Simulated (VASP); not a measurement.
# CuGe3 (I4/mmm) in VASP: reference runs

How does CuGe3 come out in PBE? The cell is run as given.

All numbers are computed with VASP 6.6.1; they aren't measurements. Logs are shortened: lines on timing, memory, paths and dates and some standing lists are left out, and cuts for length are marked.

## 1. Starting point

Symmetry: I4/mmm, No. 139, tetragonal system. Conventional cell: a = 4.220 Å, b = 4.220 Å, c = 8.454 Å, α = 90.00°, β = 90.00°, γ = 90.00°. Cu (site symmetry 4/mmm) is surrounded by 12 Ge at 2.98 to 2.99 Å. Ge (site symmetry 4/mmm) is surrounded by 4 Cu at 2.98 Å and 8 Ge at 2.99 Å. Ge (site symmetry -4m2) is surrounded by 8 Ge at 2.98 to 2.99 Å and 4 Cu at 2.99 Å.

The cell was built by a generator and needn't be a form met in nature.

## 2. Single point, PBE

File INCAR:

```
  PREC = Accurate
  ENCUT = 520
  EDIFF = 1E-7
  ISMEAR = -1
  SIGMA = 0.05
  LREAL = False
  LASPH = True
  NELM = 60
  ALGO = Normal
  ISIF = 2
  LWAVE = False
  LCHARG = False
  GGA = PE
  NBANDS = 34
```

File KPOINTS:

```
regular mesh
0
Gamma
  9 9 9
```

File POSCAR:

```
CuGe3
1.0
   -2.1100886800      2.1100886800      4.2269054400
    2.1100886800     -2.1100886800      4.2269054400
    2.1100886800      2.1100886800     -4.2269054400
Cu Ge
1 3
Direct
    0.0000000000      0.0000000000      0.0000000000
    0.5000000000      0.5000000000      0.0000000000
    0.7500000000      0.2500000000      0.5000000000
    0.2500000000      0.7500000000      0.5000000000
```

Potentials or basis: VASP PAW PBE potentials, release 64 (Cu, Ge_d).

Run with:

```console
$ cat potpaw_PBE.64/Cu/POTCAR potpaw_PBE.64/Ge_d/POTCAR > POTCAR
$ mpirun -np 1 vasp_std > vasp.out
```

OUTCAR:

```text
PREC = Accurate
   ENCUT = 520
   EDIFF = 1E-7
   ISMEAR = -1
   LREAL = False
   LASPH = True
   NELM = 60
   ISIF = 2
   GGA = PE

 ion  position               nearest neighbor table
   1  0.000  0.000  0.000-
   2  0.500  0.500  0.000-
   3  0.750  0.250  0.500-
   4  0.250  0.750  0.500-

  LATTYP: Found a body centered tetragonal cell.
 ALAT       =     4.2201773600
 C/A-ratio  =     2.0031885295

  Lattice vectors:

 A1 = (  -2.1100886800,   2.1100886800,   4.2269054400)
 A2 = (   2.1100886800,  -2.1100886800,   4.2269054400)
 A3 = (   2.1100886800,   2.1100886800,  -4.2269054400)

Analysis of symmetry for initial positions (statically):
=====================================================================
 Subroutine PRICEL returns:
 Original cell was already a primitive cell.

 Routine SETGRP: Setting up the symmetry group for a
 body centered tetragonal supercell.

 Subroutine GETGRP returns: Found 16 space group operations
 (whereof 16 operations were pure point group operations)
 out of a pool of 16 trial point group operations.

The static configuration has the point symmetry D_4h.

Analysis of symmetry for dynamics (positions and initial velocities):
=====================================================================
 Subroutine PRICEL returns:
 Original cell was already a primitive cell.

 Routine SETGRP: Setting up the symmetry group for a
 body centered tetragonal supercell.

 Subroutine GETGRP returns: Found 16 space group operations
 (whereof 16 operations were pure point group operations)
 out of a pool of 16 trial point group operations.

The dynamic configuration has the point symmetry D_4h.

 Subroutine INISYM returns: Found 16 space group operations
 (whereof 16 operations are pure point group operations),
 and found     1 'primitive' translations

----------------------------------------------------------------------------------------

                                     Primitive cell

  volume of cell :      75.2808

  direct lattice vectors                    reciprocal lattice vectors
    -2.110088680  2.110088680  4.226905440     0.000000000  0.236956866  0.118289848
     2.110088680 -2.110088680  4.226905440     0.236956866  0.000000000  0.118289848
     2.110088680  2.110088680 -4.226905440     0.236956866  0.236956866  0.000000000

  length of vectors
     5.174135490  5.174135490  5.174135490     0.264841546  0.264841546  0.335107613

  position of ions in fractional coordinates (direct lattice)
     0.000000000  0.000000000  0.000000000
     0.500000000  0.500000000  0.000000000
     0.750000000  0.250000000  0.500000000
     0.250000000  0.750000000  0.500000000

  ion indices of the primitive-cell ions
   primitive index   ion index
                 1           1
                 2           2
                 3           3
                 4           4

----------------------------------------------------------------------------------------

 KPOINTS: regular mesh

Automatic generation of k-mesh.
 Grid dimensions read from file:
 generate k-points for:    9    9    9

 Generating k-lattice:

  Cartesian coordinates                     Fractional coordinates (reciprocal lattice)
     0.000000000  0.026328541  0.013143316     0.111111111 -0.000000000  0.000000000
     0.026328541  0.000000000  0.013143316    -0.000000000  0.111111111  0.000000000
     0.026328541  0.026328541  0.000000000     0.000000000  0.000000000  0.111111111

  Length of vectors
     0.029426838  0.029426838  0.037234179

  Shift w.r.t. Gamma in fractional coordinates (k-lattice)
     0.000000000  0.000000000  0.000000000

 Subroutine IBZKPT returns following result:
 ===========================================

 Found     75 irreducible k-points:

 Following reciprocal coordinates:
            Coordinates               Weight
  0.000000  0.000000  0.000000      1.000000
  0.111111 -0.000000  0.000000      8.000000
  0.222222  0.000000  0.000000      8.000000
  0.333333  0.000000  0.000000      8.000000
  0.444444  0.000000  0.000000      8.000000
  0.111111  0.111111  0.000000      8.000000
[... 16 lines left out ...]
 -0.333333  0.333333  0.000000      4.000000
  0.444444  0.444444  0.000000      8.000000
 [... further k-points ...]
   k-points           NKPTS =     75   k-points in BZ     NKDIM =     75   number of bands    NBANDS=     34
   number of dos      NEDOS =    301   number of ions     NIONS =      4
   total plane-waves  NPLWV =  64000
   dimension x,y,z NGX =    40 NGY =   40 NGZ =   40
   dimension x,y,z NGXF=    80 NGYF=   80 NGZF=   80
   ions per type =               1   3
   NGX,Y,Z   is equivalent  to a cutoff of  12.85, 12.85, 12.85 a.u.
   NGXF,Y,Z  is equivalent  to a cutoff of  25.70, 25.70, 25.70 a.u.
 SYSTEM =  unknown system
   PREC   = accura    normal or accurate (medium, high low for compatibility)
   ISTART =      0    job   : 0-new  1-cont  2-samecut
   ICHARG =      2    charge: 1-file 2-atom 10-const
   ISPIN  =      1    spin polarized calculation?
   LNONCOLLINEAR =      F non collinear calculations
   LSORBIT =      F    spin-orbit coupling
   LASPH  =      T    aspherical Exc in radial PAW
   ENCUT  =  520.0 eV  38.22 Ry    6.18 a.u.   9.62  9.62  9.62*2*pi/ulx,y,z
   NELM   =     60;   NELMIN=  2; NELMDL= -5     # of ELM steps
   EDIFF  = 0.1E-06   stopping-criterion for ELM
   LREAL  =      F    real-space projection
   EDIFFG = 0.1E-05   stopping-criterion for IOM
   NSW    =      0    number of steps for IOM
   IBRION =     -1    ionic relax: 0-MD 1-quasi-New 2-CG
   NFREE  =      0    steps in history (QN), initial steepest desc. (CG)
   ISIF   =      2    stress and relaxation
   ISYM   =      2    0-nonsym 1-usesym 2-fastsym
   POTIM  = 0.5000    time-step for ionic-motion
   TEBEG  =    0.0;   TEEND  =   0.0 temperature during run
   PSTRESS=    0.0 pullay stress
   NELECT =      53.0000    total number of electrons
   NUPDOWN=      -1.0000    fix difference up-down
   EMIN   =  10.00;   EMAX   =-10.00  energy-range for DOS
   EFERMI =   0.00;   METHOD = LEGACY
   ISMEAR =    -1;   SIGMA  =   0.05  broadening in eV -4-tet -1-fermi 0-gaus
   EFERMI_NEDOS =   21; number of points for ismear=-14 and -15
   IALGO  =     38    algorithm
   IMIX   =      4    mixing-type and parameters
     AMIX     =   0.40;   BMIX     =  1.00
     AMIX_MAG =   1.60;   BMIX_MAG =  1.00
  volume/ion in A,a.u.               =      18.82       127.00
  Fermi-wavevector in a.u.,A,eV,Ry     =   1.456371  2.752143 28.858197  2.121018
  Thomas-Fermi vector in A             =   2.573297
   LORBIT       =      0    0 simple, 1 ext, 2 COOP (PROOUT), +10 PAW based schemes
   GGA     = PE    functional components
   LHFCALC =     F    Hartree Fock is set to
   AEXX    =    0.0000 exact exchange contribution
   IVDW    =     0    specifies the selected vdW correction
   LEPSILON=     F    determine dielectric tensor
   LRPA    =     F    only Hartree local field effects (RPA)
 non-spin polarized calculation
  energy-cutoff  :      520.00
  volume of cell :       75.28
 maximum number of plane-waves:      2055
   NGX = 19   NGY = 19   NGZ = 19

 number of electron      52.9999988 magnetization

 Free energy of the ion-electron system (eV)
  ---------------------------------------------------
  ext. energy  EPLUGINS =         0.00000000
  ---------------------------------------------------
  free energy    TOTEN  =       -15.96910815 eV

  energy without entropy =      -15.95540859  energy(sigma->0) =      -15.96225837

 E-fermi :   6.0785     XC(G=0): -11.0621

 val. band max:        6.0681703439   @ k =  -0.1111   0.1111   0.1111
 cond. band min:       6.0985911250   @ k =  -0.3333  -0.4444   0.2222
 fundamental gap:      0.0304207811
 Fermi energy:         6.0785318617

 k-point     1 :       0.0000    0.0000    0.0000
  band No.  band energies     occupation
      1     -18.7592      2.00000
      2     -18.7186      2.00000
      3     -18.7178      2.00000
      4     -18.6986      2.00000
      5     -18.6986      2.00000
      6     -18.6956      2.00000
[... 26 lines left out ...]
     33      10.2538      0.00000
     34      14.0688      0.00000

 k-point     2 :       0.1111   -0.0000    0.0000
  band No.  band energies     occupation
      1     -18.7550      2.00000
      2     -18.7190      2.00000
      3     -18.7146      2.00000
      4     -18.7033      2.00000
      5     -18.7021      2.00000
      6     -18.6917      2.00000
[... 26 lines left out ...]
     33       9.8550      0.00000
     34      14.9061      0.00000

 k-point     3 :       0.2222    0.0000    0.0000
  band No.  band energies     occupation
      1     -18.7431      2.00000
      2     -18.7180      2.00000
      3     -18.7092      2.00000
      4     -18.7080      2.00000
      5     -18.7020      2.00000
      6     -18.6877      2.00000
[... 26 lines left out ...]
     33      10.7120      0.00000
     34      14.1556      0.00000

 k-point     4 :       0.3333    0.0000    0.0000
  band No.  band energies     occupation
      1     -18.7251      2.00000
      2     -18.7147      2.00000
      3     -18.7135      2.00000
      4     -18.7008      2.00000
      5     -18.6962      2.00000
      6     -18.6851      2.00000
[... 26 lines left out ...]
     33      11.3026      0.00000
     34      13.1469      0.00000

 k-point     5 :       0.4444    0.0000    0.0000
  band No.  band energies     occupation
      1     -18.7171      2.00000
      2     -18.7100      2.00000
      3     -18.7017      2.00000
      4     -18.6951      2.00000
      5     -18.6873      2.00000
      6     -18.6847      2.00000
[... 621 lines left out ...]
 k-point    22 :      -0.4444    0.3333   -0.0000
  band No.  band energies     occupation
      1     -18.7237      2.00000
      2     -18.7132      2.00000
      3     -18.7108      2.00000
      4     -18.7061      2.00000
      5     -18.6964      2.00000
      6     -18.6873      2.00000
[... 26 lines left out ...]
     33      12.9971      0.00000
     34      14.4782      0.00000

 k-point    23 :      -0.3333    0.3333    0.0000
  band No.  band energies     occupation
      1     -18.7289      2.00000
      2     -18.7095      2.00000
      3     -18.7086      2.00000
      4     -18.7011      2.00000
      5     -18.6932      2.00000
      6     -18.6891      2.00000
[... 26 lines left out ...]
     33      12.9689      0.00000
     34      13.4080      0.00000

 k-point    24 :       0.4444    0.4444    0.0000
  band No.  band energies     occupation
      1     -18.7233      2.00000
      2     -18.7214      2.00000
      3     -18.7120      2.00000
      4     -18.7044      2.00000
      5     -18.6993      2.00000
      6     -18.6853      2.00000
[... 26 lines left out ...]
     33      13.0530      0.00000
     34      15.2227      0.00000

 [... further k-points ...]

------------------------ aborting loop because EDIFF is reached ----------------------------------------

  FORCE on cell =-STRESS in cart. coord.  units (eV):
  Direction    XX          YY          ZZ          XY          YZ          ZX
  --------------------------------------------------------------------------------------
  -------------------------------------------------------------------------------------
  Total       -2.1681653     -2.1681653     -2.1649358      0.0000000      0.0000000      0.0000000
  in kB      -46.1444033    -46.1444033    -46.0756697      0.0000000      0.0000000      0.0000000
  external PRESSURE =     -46.1214921 kB  Pullay stress =       0.0000000 kB

 VOLUME and BASIS-vectors are now :
 -----------------------------------------------------------------------------
  energy-cutoff  :      520.00
  volume of cell :       75.28
      direct lattice vectors                 reciprocal lattice vectors
    -2.110088680  2.110088680  4.226905440     0.000000000  0.236956866  0.118289848
     2.110088680 -2.110088680  4.226905440     0.236956866  0.000000000  0.118289848
     2.110088680  2.110088680 -4.226905440     0.236956866  0.236956866  0.000000000

 POSITION                                       TOTAL-FORCE (eV/Angst)
 -----------------------------------------------------------------------------------
      0.00000      0.00000      0.00000         0.000000     -0.000000      0.000000
      0.00000      0.00000      4.22691         0.000000     -0.000000      0.000000
      0.00000      2.11009      2.11345         0.000000     -0.000000     -0.000000
      2.11009      0.00000      2.11345        -0.000000      0.000000     -0.000000
 -----------------------------------------------------------------------------------
    total drift:                               -0.000000     -0.000000      0.000000

  FREE ENERGIE OF THE ION-ELECTRON SYSTEM (eV)
  ---------------------------------------------------
  free  energy   TOTEN  =       -15.9691081454 eV

  energy  without entropy=      -15.9554085856  energy(sigma->0) =      -15.96225837
```

Run time: 2.7 min. Hardware: 1 thread of Intel Xeon 6975P-C (Granite Rapids), shared host; peak memory 0.34 GiB.

What came out:

```yaml
Free_energy: -15.9691 eV
Pressure: -4.6 GPa
Band_gap_on_the_k_mesh: none (metal or under the smearing width)
```
